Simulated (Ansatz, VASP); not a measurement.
## One calculation of Ta2Hg, two programs

```
Ta Hg
1.0
     4.82034    0.00000    0.00000
    -2.41017    4.17454    0.00000
     0.00000    0.00000    2.87393
Ta Hg
2 1
Direct
  0.33333 0.66667 0.50000
  0.66667 0.33333 0.50000
  0.00000 0.00000 0.00000
```

Alike in both runs: functional PBE; k mesh 6 × 6 × 6; occupations gaussian, width 0.1 eV; no spin polarisation.

Ansatz relaxed the structure, and its values are those at the end. VASP's run is a single point on that final structure, the one shown.

```csv
,VASP,Ansatz
version,VASP 6.6.1,Ansatz 0.2.0
potentials or method,"VASP PAW PBE potentials, release 64 (Ta_pv, Hg)","scalar-relativistic, plane waves, PAW"
plane-wave cutoff (eV),520,420
valence electrons in the cell,34,46
```

Ansatz gave:

```
gap on the k mesh at the Fermi level (eV) : none
pressure (GPa)                            : 0.2
```

Q: What did VASP give for the same quantities?

A: gap on the k mesh at the Fermi level (eV): none; pressure (GPa): 0.7.

A gap of «none» marks a metal or a gap that the smearing closes. The functional is the same, so the differences come from potentials, cutoffs and numerics. The two sets of potentials don't hold the same shells in valence.

Caveats: the k mesh is coarse (spacing up to 0.36 Å⁻¹), so the values aren't converged. Spin-orbit coupling is left out, which matters for the levels of Hg, Ta.
